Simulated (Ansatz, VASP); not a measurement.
# MgS (Niningerite) in two plane-wave programs, part 2 of 2

One calculation is typed for both programs; each brings its own data sets and cutoff. How far apart do they land? The cell is taken from a series of VASP runs on this material, whose earlier steps may have relaxed, scaled or displaced it; both programs get it as it stands.

VASP 6.6.1 and Ansatz 0.2.0.

So far. Step 4 (Differences): The walks stopped with 0.00 GPa left in Ansatz and 0.01 GPa in VASP; each walk ends within a tolerance, so the volume difference is uncertain by about these residues over the bulk modulus, most in soft cells.

## (5) VASP: relaxation of cell and atoms, r2SCAN with rVV10

Level of this step: r2SCAN with rVV10; plane waves and PAW (S, Mg) (VASP).

The relaxed volume is the usual yardstick between codes: its relative difference is about their pressure difference at one cell divided by the bulk modulus. The cell compared in this pair holds 34.75 Å³, against 35.00 Å³ for the pair before.

INCAR

```
SYSTEM = MgS
PREC = Accurate
ENCUT = 450
EDIFF = 1E-06
NELM = 100
ISMEAR = 0
SIGMA = 0.03
LREAL = .FALSE.
ALGO = Normal
METAGGA = R2SCAN
LUSE_VDW = .TRUE.
IVDW_NL = 2
BPARAM = 11.95
CPARAM = 0.0093
LASPH = .TRUE.
NBANDS = 10
LORBIT = 11
LWAVE = .FALSE.
LCHARG = .FALSE.
KPAR = 4
IBRION = 2
NSW = 50
ISIF = 3
EDIFFG = -0.006
```

POSCAR

```
MgS
1.0
    0.0000000000      2.5899299431      2.5899299431
    2.5899299431      0.0000000000      2.5899299431
    2.5899299431      2.5899299431      0.0000000000
S Mg
1 1
Direct
    0.5000000000      0.5000000000      0.5000000000
    0.0000000000      0.0000000000      0.0000000000
```

KPOINTS

```
Automatic mesh
0
Gamma
8 8 8
0 0 0
```

Potentials, in the order of the species: S and Mg (PBE family, release 64).

Command:

```sh
mpirun -np 4 vasp_std
```

Numbers of over 12 decimals in the logs are rounded to 6 here.

The program printed:

```text
[banner, memory and clock lines left out]
running    4 mpi-ranks, on    1 nodes
[...]
|                                                                             |
|               ----> ADVICE to this user running VASP <----                  |
|                                                                             |
|     You have switched on vdW-DFT.                                           |
|     This routine was written and supplied by Jiri Klimes. We recommend      |
|     that you carefully read and cite the following publications:            |
|       J. Klimes, D.R. Bowler, A. Michelides                                 |
|          J. Phys.: Cond Matt. 22 022201 (2010)                              |
|       J. Klimes, D.R. Bowler, A. Michelides                                 |
|          Phys. Rev. B. 83, 195131 (2011)                                    |
|     and references therein.                                                 |
|                                                                             |

[...]
DAV:   9    -0.152805771003E+02    0.17335E-04   -0.68510E-04   662   0.157E-01    0.130E-01
Total rVV10 correction in eV:      0.2285630    11.7408595
Total rVV10 correction in eV:      0.2285630    11.7408595
Total rVV10 correction in eV:      0.2285630    11.7408595
Total rVV10 correction in eV:      0.2285630    11.7408595
DAV:  10    -0.152805937582E+02   -0.16658E-04   -0.54272E-05   646   0.617E-02    0.170E-02
Total rVV10 correction in eV:      0.2285265    11.7408595
Total rVV10 correction in eV:      0.2285265    11.7408595
Total rVV10 correction in eV:      0.2285265    11.7408595
Total rVV10 correction in eV:      0.2285265    11.7408595
DAV:  11    -0.152805943058E+02   -0.54759E-06   -0.18176E-06   666   0.110E-02
Total rVV10 correction in eV:      0.2285274    11.7408595
Total rVV10 correction in eV:      0.2285274    11.7408595
Total rVV10 correction in eV:      0.2285274    11.7408595
Total rVV10 correction in eV:      0.2285274    11.7408595
Total rVV10 correction in eV:      0.2285298    11.7408595
Total rVV10 correction in eV:      0.2285298    11.7408595
Total rVV10 correction in eV:      0.2285298    11.7408595
Total rVV10 correction in eV:      0.2285298    11.7408595
   1 F= -.15280594E+02 E0= -.15280594E+02  d E =-.152806E+02
[...]
reached required accuracy - stopping structural energy minimisation
```

From OUTCAR (step 5):

```text
  Total        0.0007836      0.0007836      0.0007836      0.0000000      0.0000000     -0.0000000
  in kB        0.0361338      0.0361338      0.0361338      0.0000000      0.0000000     -0.0000000
  external PRESSURE =       0.0361338 kB  Pullay stress =       0.0000000 kB

 POSITION                                       TOTAL-FORCE (eV/Angst)
 -----------------------------------------------------------------------------------
      2.58993      2.58993      2.58993         0.000000     -0.000000      0.000000
      0.00000      0.00000      0.00000        -0.000000      0.000000     -0.000000
 -----------------------------------------------------------------------------------
    total drift:                                0.000000      0.000000      0.000000

  FREE ENERGIE OF THE ION-ELECTRON SYSTEM (eV)
  ---------------------------------------------------
  free  energy   TOTEN  =       -15.2805943058 eV

  energy  without entropy=      -15.2805943058  energy(sigma->0) =      -15.28059431

[... 2 parts as in an earlier step ...]

[... 2 further parts left out ...]
[key lines of the parts left out:]
E-fermi :   3.8075
```

## (6) Ansatz: relaxation of cell and atoms, r2SCAN with rVV10

The same cell, functional, mesh and smearing now go to Ansatz, which takes its cutoff from its data sets.

The cell is taken from a series of VASP runs on this material, whose earlier steps may have relaxed, scaled or displaced it; both programs get it as it stands.

input.yaml

```yaml
crystal:
  lattice:
    - [0.0, 2.5899299431, 2.5899299431]
    - [2.5899299431, 0.0, 2.5899299431]
    - [2.5899299431, 2.5899299431, 0.0]
  atoms:
    - { symbol: S, position: [0.5, 0.5, 0.5] }
    - { symbol: Mg, position: [0.0, 0.0, 0.0] }
hamiltonian:
  xc: r2scan
  pseudopotentials: { kind: paw }
  dispersion: rvv10
kpoints:
  mp_grid: { grid: [8, 8, 8] }
scf:
  occupations: { method: gaussian, width: 0.03 }
relax:
  f_tol: 0.01
  max_steps: 60
  cell: { stress_tol: 0.05 }
output:
  forces: true
  stress: true
```

Command:

```sh
ansatz run input.yaml --threads 4 --pin off --max-ram 9216MiB --backend cpu --events-out ev --progress --plain --runs-dir out
```

The program printed:

```text
[...]
Crystal: 2 atoms, lattice volume = 34.745 Å³
Basis set: ecut = 500 eV, 893 PW (Γ), exchange–correlation on 120×120×120 points (64 copies of the dense FFT grid, shifted against one another)
Bands: 12, of which v1, the nominal top of the filled ones, is band 8 counted from 1 (7 counted from 0)
Symmetry: 48 space group operations
[...]
k-points: 29 of 512
[...]
0.000217      -0.000000      -0.000000
       -0.000000       0.000217      -0.000000
       -0.000000      -0.000000       0.000217
  P = ⅓ Tr σ = 0.0002 GPa (0.002 kbar)
--- Relaxed structure (3 steps of the walk, 3 accepted, 1 SCFs on fresh bases) ---
[...]
cell:  # Å, volume = 34.9328 Å³
    - [0, 2.594583, 2.594583]
    - [2.594583, 0, 2.594583]
    - [2.594583, 2.594583, 0]
  atoms:
    - { symbol: S, position: [0.5, 0.5, 0.5] }
    - { symbol: Mg, position: [0, 0, 0] }
[key lines of the parts left out:]
SCF converged after 4 iterations
Free energy (F): -2834.616358 eV
Fermi energy:    7.975481 eV
```

Wall time 3.3 s (4 threads of AMD EPYC 7B13 (Zen 3), shared host); peak memory 0.5 GiB.

## (7) Side by side

The two programs side by side:

| quantity | Ansatz | VASP | difference |
| --- | --- | --- | --- |
| volume (Å³) | 34.93 | 34.75 | +0.54 % |
| edge a after relaxation, in the typed setting (Å) | 3.669 | 3.663 | +0.18 % |

The walks stopped with 0.00 GPa left in Ansatz and 0.00 GPa in VASP; each walk ends within a tolerance, so the volume difference is uncertain by about these residues over the bulk modulus, most in soft cells.

## (8) What came out

| Property | Result |
| --- | --- |
| difference in volume (relaxation of cell and atoms, r2SCAN) | 0.62 % |
| difference in volume (relaxation of cell and atoms, r2SCAN with rVV10) | 0.54 % |

What this shows: The difference in volume is 0.62 % (relaxation of cell and atoms, r2SCAN), within the 1.2 % picked in this series as the mark of a large difference, as far as the stopping tolerances let one tell. Such differences can come from data sets, numerical settings and the points named under the comparisons, not from the functional's error against experiment.

[Lines on the potential files, build, host, timing and source positions are cut from VASP's logs without a mark.]

[Logs are printed without paths, hosts, clocks, repeated set-up lines and the standing remarks that a program may print on its own settings, such as how far it seeks lower states.]

[Hosts, paths, dates, database ids (printed as entryN), source tags and the programs' standing remarks are cut or masked in the printed files.]
